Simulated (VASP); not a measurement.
Runs of VASP 6.6.1 on TiC. It takes space group Fm-3m (No. 225, cubic). The conventional cell has a = 4.319 Å, b = 4.319 Å, c = 4.319 Å, α = 90.00°, β = 90.00°, γ = 90.00°. Around Ti (site symmetry m-3m) lie 6 C at 2.16 Å. C (site symmetry m-3m) is surrounded by 6 Ti at 2.16 Å. 

```tsv
level	potentials or basis	k mesh	grid for exact exchange (PRECFOCK)	screening parameter	gap on the mesh (eV)	pressure (GPa)
r2SCAN	VASP PAW PBE potentials, release 64 (Ti_sv, C)	12 × 12 × 12	-	-	none	2.7
HSE06	VASP PAW PBE potentials, release 64 (Ti_sv, C)	7 × 7 × 7	Fast	0.2 1/A	none	-2.5
PBEsol	VASP PAW PBE potentials, release 64 (Ti_sv, C)	12 × 12 × 12	-	-	none	(a)
PBE	VASP PAW PBE potentials, release 64 (Ti_sv, C)	12 × 12 × 12	-	-	none	2.8
LDA	VASP PAW LDA potentials, release 64 (Ti_sv, C)	12 × 12 × 12	-	-	none	(b)
```

Alike in all rows: task single point; no spin polarisation; cell as given; cutoff (eV) 520; smearing fermi-dirac 0.05 eV.

Task: Estimate the missing entries.

Result: (a) -4.3; (b) -9.9.

Caveats: the PAW data sets were made with another functional, which shifts forces and pressure a little (some runs).

A gap of «none» marks a metal or a gap under the smearing width.
